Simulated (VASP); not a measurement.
Given:

```
CELL_PARAMETERS angstrom
      0.00000     2.46873     2.46873
      2.46873     0.00000     2.46873
      2.46873     2.46873     0.00000
ATOMIC_POSITIONS crystal
  Eu 0.00000 0.00000 0.00000
  O  0.50000 0.50000 0.50000
```

Method: rev-vdW-DF2, VASP's PBE PAW potentials (set 64) (plane waves; VASP 6.6.1). Run with 520 eV cut-off, 10×10×10 Γ-centred mesh, tetrahedra with Blöchl corrections, potentials Eu_2 O.

The 4f electrons are frozen in the core of the lanthanide potential, so 4f levels, which can set the real gap, and their magnetism are missing.

**Question.** Estimate the energy per atom (σ→0), band gap (on the k-mesh) with the smallest direct gap where there is one.

**Answer.** 
The band gap (on the k-mesh) is 2.62 eV, the smallest direct gap (on the k-mesh) comes out as 2.62 eV and the energy per atom (σ→0) is -482.6 kJ/mol of atoms.

Only differences to runs with the same potentials and settings are physical.

The compound is EuO in the rock salt structure. It was relaxed first, which changed the volume by -11 %.
